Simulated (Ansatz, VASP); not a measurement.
## KTaO3: VASP beside Ansatz

Wanted: the spread between two codes on one cell, functional and k mesh. The cell is taken from a series of runs on this material, whose earlier steps may have relaxed, scaled, displaced or heated it; both programs get it as it stands.

Calculated with Ansatz 0.2.0; plane waves, with VASP 6.6.1 beside it; relaxation of cell and atoms at PBE.

**1. The starting structure**

Symmetry: Pm-3m, No. 221, cubic system. Conventional cell: a = 4.023 Å, b = 4.023 Å, c = 4.023 Å, α = 90.00°, β = 90.00°, γ = 90.00°. Nearest to O lie 2 Ta at 2.01 Å and 4 K at 2.84 Å. K has 12 O at 2.84 Å nearest. Nearest to Ta lie 6 O at 2.01 Å. Farther neighbours and most contacts between anions are not listed.

**2. Ansatz: relaxation of cell and atoms, PBE**

Ansatz runs on its PAW soft_1 files.

The relaxed volume is the usual yardstick between codes: in a stiff, nearly cubic crystal its relative difference is about their pressure difference at one cell divided by the bulk modulus.

Input file input.yaml:

```yaml
crystal:
  lattice:
    - [4.0231997987, 0.0, 0.0]
    - [0.0, 4.0231997987, 0.0]
    - [0.0, 0.0, 4.0231997987]
  atoms:
    - { symbol: O, position: [0.5, 0.0, 0.0] }
    - { symbol: O, position: [0.0, 0.5, 0.0] }
    - { symbol: O, position: [0.0, 0.0, 0.5] }
    - { symbol: K, position: [0.5, 0.5, 0.5] }
    - { symbol: Ta, position: [0.0, 0.0, 0.0] }
kpoints:
  mp_grid: { grid: [8, 8, 8] }
hamiltonian:
  xc: pbe
  pseudopotentials: { kind: paw, azcp: { folder: soft_1 } }
scf:
  occupations: { method: fixed }
output:
  forces: true
  stress: true
  eigenvalues: true
  write_density: true
  write_potential: true
  elf: true
  volumetric_format: npy
relax:
  adjacent_minimum: "off"
  f_tol: 0.001
  max_steps: 60
  cell: { stress_tol: 0.01 }
```

Run with:

```sh
$ ansatz run input.yaml --threads 4 --pin off --max-ram 16384MiB --backend cpu --events-out ev --progress --plain --runs-dir out
```

Numbers of over 12 decimals in the logs are rounded to 6 here.

What it wrote:

```text
Engine: ansatz 0.2.0, x86_64-unknown-linux-gnu
Pseudopotentials: kind: paw
Pseudopotential: O, paw, valence charge 6, recommended cutoff 420 eV (normal), soft_1/O.paw.azcp
Pseudopotential: K, paw, valence charge 9, recommended cutoff 420 eV (normal), soft_1/K.paw.azcp
Pseudopotential: Ta, paw, valence charge 13, recommended cutoff 420 eV (normal), soft_1/Ta.paw.azcp
Functional definition: PBE
  parameter kappa = 0.804
  parameter beta = 0.066725
  exchange = pbe_x(kappa = kappa, mu = beta*pi^2/3)
  correlation = pbe_c(beta = beta)
Crystal: 5 atoms, lattice volume = 65.120 Å³
Basis set: ecut = 420 eV, 1309 PW (Γ), exchange–correlation on 54×54×54 points (8 copies of the dense FFT grid, shifted against one another)
Bands: 25, of which v1, the nominal top of the filled ones, is band 20 counted from 1 (19 counted from 0)
Symmetry: 48 space group operations
Space group: Pm-3m (ITA 221), of the structure as read, at distance tolerance 4.0e-5 Å
k-points: 35 of 512
Non-local potential: O, projectors of the file, l = 0: 2, l = 1: 2, l = 2: 1
Non-local potential: K, projectors of the file, l = 0: 3, l = 1: 2, l = 2: 2
Non-local potential: Ta, projectors of the file, l = 0: 3, l = 1: 2, l = 2: 2, l = 3: 1
PAW form: soft (Blöchl's): semilocal exchange-correlation on the pseudo side does not see the compensation charge
PAW one-centre angular grid: O, 110 points (default); XC on 64 Gauss nodes
PAW one-centre angular grid: K, 110 points (default); XC on 64 Gauss nodes
PAW one-centre angular grid: Ta, 590 points (default); XC on 64 Gauss nodes
Initial density: superposition of atomic densities (chi_scale 0.1, normalization cell, long waves kept (reshape's long-wave potential 0.00 eV rms))
Initial wavefunctions: pseudopotential atomic-orbital guess
Functional: x = pbe(κ = 0.804, μ = 0.219515), c = pbe(β = 0.066725)
SCF iter   1: F=—  HF=-13179.770254 eV  |F-HF|=—  |Δ(HF+E_count)|=         —  Δρ=5.60e-2  dr2=2.09e0  ethr=3.10e-3  ⟨swp⟩=4.3  Hψ=3699  notcnv=0  defer=84
preconditioner: auto → Resta (q_TF=auto, 2.515 Å⁻¹)  ε∞=4.4  [insulator: Δε(μ)=2.714 eV  Ē_g=13.667 eV  n_scr=18 (ndim 8)  ℏωp=25.2 eV  f_vac=0.000  ε∞_Penn≈4.4]
SCF iter   2: F=—  HF=-13179.356195 eV  |F-HF|=—  |Δ(HF+E_count)|=   4.14e-1  Δρ=3.01e-2  dr2=5.21e-1  ethr=3.10e-3  ⟨swp⟩=2.0  Hψ=1678  notcnv=0  defer=82
SCF iter   3: F=—  HF=-13179.274892 eV  |F-HF|=—  |Δ(HF+E_count)|=   8.13e-2  Δρ=1.40e-2  dr2=1.19e-1  ethr=1.30e-3  ⟨swp⟩=2.0  Hψ=1495  notcnv=0  defer=82
SCF iter   4: F=—  HF=-13179.257851 eV  |F-HF|=—  |Δ(HF+E_count)|=   1.70e-2  Δρ=4.24e-3  dr2=8.19e-3  ethr=2.98e-4  ⟨swp⟩=2.0  Hψ=1411  notcnv=0  defer=89
SCF iter   5: F=—  HF=-13179.259770 eV  |F-HF|=—  |Δ(HF+E_count)|=   1.92e-3  Δρ=6.43e-4  dr2=2.44e-4  ethr=2.05e-5  ⟨swp⟩=2.2  Hψ=1333  notcnv=0  defer=96
SCF iter   6: F=—  HF=-13179.259992 eV  |F-HF|=—  |Δ(HF+E_count)|=   2.23e-4  Δρ=1.30e-4  dr2=1.13e-5  ethr=6.11e-7  ⟨swp⟩=2.0  Hψ=1398  notcnv=0  defer=86
SCF iter   7: F=—  HF=-13179.258841 eV  |F-HF|=—  |Δ(HF+E_count)|=   1.15e-3  Δρ=2.99e-5  dr2=3.87e-7  ethr=2.83e-8  ⟨swp⟩=2.0  Hψ=1524  notcnv=0  defer=66
SCF iter   8: F=-13179.258841 eV  HF=-13179.258841 eV  |F-HF|=2.38e-8  |Δ(HF+E_count)|=   3.95e-7  Δρ=5.65e-6  dr2=2.61e-8  ethr=2.50e-10  ⟨swp⟩=14.6  Hψ=6708  notcnv=0
SCF 1 converged in 8 iterations: F = -13179.258841 eV  dr2 = 2.61e-8
  greatest PAW one-centre occupation: 1.000 electrons in one spin orbital (limit 2), on the Ta atom at site 4 (counted from 0), in its partial waves of l = 0
relax step   1: F+E_penalty+E_count = -13179.25884126 eV  Δ(F+E_penalty+E_count) = +0.000e0 eV  max|allowed force component| = 2.215e-28 eV/Å  Δτ_max = 0.0000 Å  P = +0.001 GPa  Ω = 65.120 Å³  (8 SCF iters, dr2 threshold 1.00e-7 eV, accepted)
Initial density: handed on by an earlier stage of this run
Initial wavefunctions: pseudopotential atomic-orbital guess (no wavefunctions were taken with the density)
iter 1 solved again at ethr=1.96e-9 eV; its pass at ethr=3.10e-3 eV (dr2=7.83e-7 eV) is discarded
SCF iter   1: F=—  HF=-13179.259998 eV  |F-HF|=—  |Δ(HF+E_count)|=         —  Δρ=2.72e-5  dr2=2.41e-7  ethr=1.96e-9  ⟨swp⟩=3.6  Hψ=6321  notcnv=0  defer=97
preconditioner: auto → Resta (q_TF=auto, 2.515 Å⁻¹)  ε∞=4.7  [insulator: Δε(μ)=2.171 eV  Ē_g=13.034 eV  n_scr=18 (ndim 8)  ℏωp=25.2 eV  f_vac=0.013  ε∞_Penn≈4.7]
SCF iter   2: F=—  HF=-13179.258841 eV  |F-HF|=—  |Δ(HF+E_count)|=   1.16e-3  Δρ=2.02e-5  dr2=1.99e-7  ethr=6.02e-10  ⟨swp⟩=3.1  Hψ=1770  notcnv=0  defer=97
SCF iter   3: F=—  HF=-13179.258841 eV  |F-HF|=—  |Δ(HF+E_count)|=   2.38e-8  Δρ=9.99e-6  dr2=4.04e-8  ethr=4.98e-10  ⟨swp⟩=2.0  Hψ=916  notcnv=0  defer=97
SCF iter   4: F=—  HF=-13179.258841 eV  |F-HF|=—  |Δ(HF+E_count)|=   1.13e-8  Δρ=3.44e-6  dr2=5.41e-9  ethr=1.01e-10  ⟨swp⟩=2.2  Hψ=1034  notcnv=0  defer=97
SCF iter   5: F=—  HF=-13179.258841 eV  |F-HF|=—  |Δ(HF+E_count)|=   4.92e-9  Δρ=2.46e-6  dr2=1.61e-9  ethr=1.35e-11  ⟨swp⟩=2.1  Hψ=1370  notcnv=0  defer=97
SCF iter   6: F=—  HF=-13179.258841 eV  |F-HF|=—  |Δ(HF+E_count)|=  2.33e-10  Δρ=1.78e-6  dr2=8.77e-10  ethr=4.01e-12  ⟨swp⟩=1.0  Hψ=840  notcnv=0  defer=97
SCF iter   7: F=—  HF=-13179.258841 eV  |F-HF|=—  |Δ(HF+E_count)|=  1.33e-10  Δρ=1.02e-6  dr2=2.84e-10  ethr=2.19e-12  ⟨swp⟩=1.0  Hψ=840  notcnv=0  defer=97
SCF iter   8: F=—  HF=-13179.258841 eV  |F-HF|=—  |Δ(HF+E_count)|=  5.64e-11  Δρ=6.04e-7  dr2=9.85e-11  ethr=1.00e-12  ⟨swp⟩=1.0  Hψ=840  notcnv=0  defer=97
SCF iter   9: F=—  HF=-13179.258841 eV  |F-HF|=—  |Δ(HF+E_count)|=  1.64e-11  Δρ=3.21e-7  dr2=2.78e-11  ethr=1.00e-12  ⟨swp⟩=1.0  Hψ=840  notcnv=0  defer=97
SCF iter  10: F=-13179.258841 eV  HF=-13179.258841 eV  |F-HF|=5.46e-12  |Δ(HF+E_count)|=  1.27e-11  Δρ=4.73e-9  dr2=3.84e-15  ethr=1.00e-12  ⟨swp⟩=10.5  Hψ=5124  notcnv=0
SCF 2 converged in 10 iterations: F = -13179.258841 eV  dr2 = 3.84e-15
relax step   2: F+E_penalty+E_count = -13179.25884127 eV  Δ(F+E_penalty+E_count) = -9.752e-9 eV  max|allowed force component| = 1.485e-28 eV/Å  Δτ_max = 0.0000 Å  P = +0.001 GPa  Ω = 65.120 Å³  stress off target by 1.05e-3 GPa  SCF on the basis re-selected at this cell (its energy is not comparable with the rows above)  (10 SCF iters)
basis re-selected at this cell: Δ(F+E_penalty+E_count) = -9.752e-9 eV, ΔP = +0.000 GPa vs the last step (what re-selecting the basis moved, of the pressure what is left beyond the Pulay correction that the steps carried, after the strain that the cell walked since its last selection, with what the two solves' SCF thresholds leave and, on support functions, any second-order correction that the steps lacked; it is no m [...]
SCF converged after 10 iterations
Free energy (F): -13179.258841 eV
Harris-Foulkes:  -13179.258841 eV  (|F-HF|=5.46e-12)
Internal energy: -13179.258841 eV  (E = F + TS)
E sigma→0 (E₀):  -13179.258841 eV
Fermi energy:    8.374148 eV
--- Per-component energies (eV) ---
  E_band       = -268.468952
  E_kinetic    = 1147.968821
  E_local      = -2247.677216  (includes V_loc(G=0)·N_el)
  E_nonlocal   = 160.534885
  E_hartree    = 802.829458
  E_xc         = -670.876133
  E_vxc        = -672.333243  (∫ρ·V_xc dr)
  E_paw        = -9575.177783  (= ΣΔE_a)
  E_vpaw       = -262.623545  (= ΣTr[D̂ρ^β])
  E_aug_tail   = 0.002429  (compensation charges beyond the density's cutoff)
  E_ewald      = -2796.863304
  E_smearing   = -0.000000  (= −TS)
  E_closure    = -0.000000  (closes the sum)
  Σ components = -13179.258841   (vs F -13179.258841, Δ=0.00e0)
--- Forces (eV/Å), atoms counted from 1 ---
  atom   1  O     -0.00000000     0.00000000     0.00000000
  atom   2  O     -0.00000000     0.00000000     0.00000000
  atom   3  O     -0.00000000     0.00000000     0.00000000
  atom   4  K     -0.00000000     0.00000000    -0.00000000
  atom   5  Ta     0.00000000    -0.00000000     0.00000000
  max |Σ_I F_I| component: 5.31e-29 eV/Å
--- Stress (GPa, compression-positive) ---
        0.001050       0.000000       0.000000
        0.000000       0.001050       0.000000
        0.000000       0.000000       0.001050
  P = ⅓ Tr σ = 0.0011 GPa (0.011 kbar)
--- Band table (eV; the first three rows and the last of 35) ---
  k-point 0: bands = [... 16 lower, 7.3552, 7.7392, 7.7392, 7.7392, 10.5451, 10.5451, 10.5451, 14.8034, ... 1 higher]
  k-point 1: bands = [... 16 lower, 7.2879, 7.3182, 7.6611, 7.6611, 10.5658, 11.0067, 11.0067, 14.9122, ... 1 higher]
  k-point 2: bands = [... 16 lower, 6.7461, 7.1321, 7.5884, 7.5884, 10.6167, 11.9722, 11.9722, 14.9267, ... 1 higher]
  k-point 34: bands = [... 16 lower, 4.5667, 8.3741, 8.3741, 8.3741, 14.6544, 14.6544, 14.6544, 17.2091, ... 1 higher]
--- Relaxed structure (1 steps of the walk, 1 accepted, 1 SCFs on fresh bases) ---
  F+E_penalty+E_count = -13179.25884127 eV   max|allowed force component| = 1.485e-28 eV/Å   (the final SCF, on the basis selected at the relaxed cell)
  cell:  # Å, volume = 65.1201 Å³
    - [4.0231997987, 0.0, 0.0]
    - [0.0, 4.0231997987, 0.0]
    - [0.0, 0.0, 4.0231997987]
  atoms:
    - { symbol: O, position: [0.500000, 0.0, 0.0] }
    - { symbol: O, position: [0.0, 0.500000, 0.0] }
    - { symbol: O, position: [0.0, 0.0, 0.500000] }
    - { symbol: K, position: [0.500000, 0.500000, 0.500000] }
    - { symbol: Ta, position: [0.0, 0.0, 0.0] }
```

The column dr2 measures how far the density is from self-consistency, as an energy; F and HF (Harris–Foulkes) agree once it is small.

(Continued in part 2 of 2.)

[Lines on the potential files, build, host, timing and source positions are cut from VASP's logs without a mark.]

[Logs are printed without paths, hosts, clocks, repeated set-up lines and the standing remarks that a program may print on its own settings, such as how far it seeks lower states.]

[Hosts, paths, dates, database ids (printed as entryN), source tags and the programs' standing remarks are cut or masked in the printed files.]
